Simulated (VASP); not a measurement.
Consider the following.

```xyz
2
Lattice="0.0000 2.7487 2.7487 2.7487 0.0000 2.7487 2.7487 2.7487 0.0000" Properties=species:S:1:pos:R:3 pbc="T T T"
Si     0.0000     0.0000     0.0000
Si     1.3743     1.3743     1.3743
```

Computed with RPBE GGA, VASP's PBE PAW potentials (set 64) (plane waves; VASP). Run with 520 eV cut-off, 9×9×9 Γ-centred mesh, tetrahedra with Blöchl corrections, potentials Si.

**Question.** The job: Si (diamond), 2 atoms, RPBE, static run, 520 eV, 9×9×9 Γ-centred mesh. Roughly how much core time does it take on a busy server core?

**Answer.** About 9 core-seconds (one run on a shared machine, a rough figure). It had 35 irreducible k-points, 8 bands, up to 1139 plane waves and 14 electronic steps.

The compound is Si in the diamond structure. It was relaxed first.
